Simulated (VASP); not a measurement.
Here is the system:

```yaml
crystal:
  lattice:
    - [0.00000, 3.32733, 3.32733]
    - [3.32733, 0.00000, 3.32733]
    - [3.32733, 3.32733, 0.00000]
  atoms:
    - { symbol: Hg, position: [0.00000, 0.00000, 0.00000] }
    - { symbol: Te, position: [0.25000, 0.25000, 0.25000] }
```

The numbers are results of PBE GGA, VASP's PBE PAW potentials (set 64) (plane waves; VASP), not measurements. Run with 520 eV cut-off, 10×10×10 Γ-centred mesh, first-order Methfessel-Paxton smearing of 0.10 eV, potentials Hg Te.

### Question
The job: HgTe (zinc blende), 2 atoms, PBE, static run, 520 eV, 10×10×10 Γ-centred mesh. Roughly how much core time does it take on a busy server core?

### Answer
About 30 core-seconds (one run on a shared machine, a rough figure). It had 47 irreducible k-points, 13 bands, up to 2012 plane waves and 13 electronic steps.

The compound is HgTe in the zinc blende structure. It was relaxed first, which changed the volume by +9 %.
